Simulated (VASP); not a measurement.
Calculation: PBEsol GGA, VASP's PBE PAW potentials (set 64) (plane waves; VASP).

A VASP calculation is set up with these files.

INCAR:
```
! general
SYSTEM  = CdSe
PREC    = Accurate
ENCUT   = 500
LREAL   = .FALSE.
LASPH   = .TRUE.

! electronic loop
EDIFF   = 1E-6
NELM    = 100
ALGO    = Normal
LMAXMIX = 4

! smearing
ISMEAR  = 0
SIGMA   = 0.05

! functional
GGA     = PS

! ions
IBRION  = 2
NSW     = 40
ISIF    = 3
EDIFFG  = -0.02

! output
LWAVE   = .FALSE.
LCHARG  = .FALSE.
```

### KPOINTS
```
Automatic mesh
0
Gamma
6 6 3
0 0 0
```

### POSCAR
```
CdSe
1
    4.2998652820     0.0000000000     0.0000000000
   -2.1499326410     3.7237921317    -0.0000000000
    0.0000000000     0.0000000000     7.0242280284
Cd Se
2 2
Direct
  0.3333330000   0.6666670000   0.9997774215
  0.6666670000   0.3333330000   0.4997774215
  0.3333330000   0.6666670000   0.3752225785
  0.6666670000   0.3333330000   0.8752225785
```

POTCAR, in this order: Cd Se (PBE.64 set). Program: vasp_std.

Estimate the energy per atom (σ→0), volume per atom, band gap (on the k-mesh).

```
Quantity                           Value
------------------------  --------------
energy per atom (σ→0)     -3.086 eV/atom
band gap (on the k-mesh)         0.52 eV
volume per atom            28.32 Å³/atom
```

### OSZICAR
```
...
       N       E                     dE             d eps       ncg     rms          rms(c)
DAV:   1    -0.123465397109E+02   -0.18667E-02   -0.38964E-02   646   0.214E+00    0.305E-01
DAV:   2    -0.123449505375E+02    0.15892E-02   -0.44325E-03   634   0.857E-01    0.102E-01
DAV:   3    -0.123447912346E+02    0.15930E-03   -0.48646E-04   658   0.188E-01    0.908E-02
DAV:   4    -0.123447733732E+02    0.17861E-04   -0.38525E-05   628   0.460E-02    0.137E-02
DAV:   5    -0.123447712842E+02    0.20891E-05   -0.16142E-05   706   0.480E-02    0.615E-03
DAV:   6    -0.123447717814E+02   -0.49726E-06   -0.15590E-06   374   0.119E-02
   3 F= -.12344772E+02 E0= -.12344772E+02  d E =-.942627E-03
```

The structure was generated: CdSe was put into the wurtzite type (P6_3mc), which need not be its known phase. This run relaxes it. Symmetry was kept, so distortions that lower it aren't found.
